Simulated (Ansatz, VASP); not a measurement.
**Ag3SbTe4: VASP beside Ansatz**

Contents of INCAR:

```
PREC = Accurate ; ENCUT = 520
EDIFF = 1E-6 ; ISMEAR = 1
SIGMA = 0.05 ; LREAL = F
LASPH = T ; NELM = 100
ALGO = Normal ; ISIF = 2
LWAVE = F ; LCHARG = F
GGA = PE ; IVDW = 13
NBANDS = 41
```

Contents of KPOINTS:

```
regular mesh
0
Gamma
  4 4 4
```

POSCAR

```
Ag3SbTe4
1.0
    5.9854660000      0.0000000000      0.0000000000
    0.0000000000      5.9854660000      0.0000000000
    0.0000000000      0.0000000000      5.9854660000
Ag Sb Te
3 1 4
Direct
    0.0000000000      0.5000000000      0.5000000000
    0.5000000000      0.0000000000      0.5000000000
    0.5000000000      0.5000000000      0.0000000000
    0.5000000000      0.5000000000      0.5000000000
    0.5000000000      0.0000000000      0.0000000000
    0.0000000000      0.5000000000      0.0000000000
    0.0000000000      0.0000000000      0.5000000000
    0.0000000000      0.0000000000      0.0000000000
```

Input for Ansatz:

```yaml
crystal:
  lattice:
    - [5.985466, 0.0, 0.0]
    - [0.0, 5.985466, 0.0]
    - [0.0, 0.0, 5.985466]
  atoms:
    - { symbol: Ag, position: [0.0, 0.5, 0.5] }
    - { symbol: Ag, position: [0.5, 0.0, 0.5] }
    - { symbol: Ag, position: [0.5, 0.5, 0.0] }
    - { symbol: Sb, position: [0.5, 0.5, 0.5] }
    - { symbol: Te, position: [0.5, 0.0, 0.0] }
    - { symbol: Te, position: [0.0, 0.5, 0.0] }
    - { symbol: Te, position: [0.0, 0.0, 0.5] }
    - { symbol: Te, position: [0.0, 0.0, 0.0] }
kpoints:
  mp_grid:
    grid: [4, 4, 4]
  band_path:
    path:
      - [0.0, 0.0, 0.0]
      - [0.0, 0.5, 0.0]
      - [0.5, 0.5, 0.0]
      - [0.0, 0.0, 0.0]
      - [0.5, 0.5, 0.5]
      - [0.0, 0.5, 0.0]
    npoints: 6
hamiltonian:
  xc: pbe
  dispersion: d4
  pseudopotentials:
    kind: paw
scf:
  occupations:
    method: cold
    width: 0.05
```

The cell comes from a database or a generator and needn't be the stable form of this composition.

Alike in both runs: task single point; functional PBE; dispersion D4; k mesh 4 × 4 × 4; no spin polarisation.

|  | VASP | Ansatz |
| --- | --- | --- |
| version | VASP 6.6.1 | Ansatz 0.2.0 |
| potentials or method | VASP PAW PBE potentials, release 64 (Ag, Sb, Te) | plane waves, PAW |
| plane-wave cutoff (eV) | 520 | 420 |
| occupations | methfessel-paxton of order 1, width 0.05 eV | cold, width 0.05 eV |
| valence electrons in the cell | 62 | 136 |

Ansatz gave:

```
gap on the k mesh at the Fermi level (eV) : none
dispersion energy (meV/atom)              : -509.8
```

Problem. Which values does VASP return?

Solution. gap on the k mesh at the Fermi level (eV): none; dispersion energy (meV/atom): -509.6.

A gap of «none» marks a metal or a gap that the smearing closes. The two sets of potentials don't hold the same shells in valence.

 The runs have no spin-orbit coupling, so splittings on Sb, Te are missing.
